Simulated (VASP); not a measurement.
OSZICAR of a VASP run on HfC (rock salt):

OSZICAR:
```
       N       E                     dE             d eps       ncg     rms          rms(c)
DAV:   1     0.108594375908E+03    0.10859E+03   -0.93554E+03  2648   0.155E+03
DAV:   2     0.303316809972E+02   -0.78263E+02   -0.73419E+02  3721   0.361E+02
DAV:   3     0.259702566447E+02   -0.43614E+01   -0.42657E+01  4009   0.633E+01
DAV:   4     0.258731528172E+02   -0.97104E-01   -0.96758E-01  4095   0.938E+00
DAV:   5     0.258712432139E+02   -0.19096E-02   -0.19102E-02  3974   0.100E+00    0.685E+01
DAV:   6     0.146280898573E+02   -0.11243E+02   -0.34203E+01  2944   0.527E+01    0.363E+01
DAV:   7     0.177887411209E+02    0.31607E+01   -0.31625E+00  2939   0.220E+01    0.227E+01
DAV:   8     0.146827169656E+02   -0.31060E+01   -0.44976E+00  2786   0.181E+01    0.453E+00
DAV:   9     0.148593064678E+02    0.17659E+00   -0.79600E-01  2705   0.100E+01    0.163E+00
DAV:  10     0.144078708706E+02   -0.45144E+00   -0.27280E-01  2850   0.564E+00    0.306E+00
DAV:  11     0.144083599216E+02    0.48905E-03   -0.45670E-03  3258   0.706E-01    0.263E+00
DAV:  12     0.144373560158E+02    0.28996E-01   -0.32095E-02  3034   0.157E+00    0.102E+00
DAV:  13     0.143714558393E+02   -0.65900E-01   -0.29456E-02  2654   0.164E+00    0.573E-01
DAV:  14     0.143715976827E+02    0.14184E-03   -0.15648E-03  3218   0.357E-01    0.338E-01
DAV:  15     0.143721336740E+02    0.53599E-03   -0.52051E-04  2682   0.262E-01    0.328E-01
DAV:  16     0.143716108672E+02   -0.52281E-03   -0.73587E-04  2974   0.232E-01    0.401E-02
DAV:  17     0.143715881394E+02   -0.22728E-04   -0.35651E-05  2955   0.658E-02    0.141E-02
DAV:  18     0.143715876399E+02   -0.49948E-06   -0.33614E-07  3186   0.642E-03    0.145E-02
DAV:  19     0.143715871584E+02   -0.48152E-06   -0.93298E-08  2416   0.334E-03    0.131E-02
DAV:  20     0.143715852991E+02   -0.18593E-05   -0.11540E-06  3078   0.799E-03    0.746E-03
DAV:  21     0.143715849281E+02   -0.37097E-06   -0.64652E-08  1407   0.252E-03    0.829E-03
DAV:  22     0.143715849792E+02    0.51065E-07   -0.19434E-08  1386   0.137E-03
   1 F= 0.14371585E+02 E0= 0.14371585E+02  d E =0.000000E+00
       N       E                     dE             ncg
```

Task: Which electronic solver shows in the log?

Result: It is blocked Davidson (ALGO = Normal, or the opening steps of other solvers). The INCAR had ALGO = Normal.

Task: Can the final energy be trusted as converged?

Result: The run converged. It stopped with EDIFF = 1E-7, NELM = 100 (revTPSS meta-GGA, plane waves, VASP's PBE PAW potentials (set 64)).

The compound is HfC in the rock salt structure. It was relaxed first.
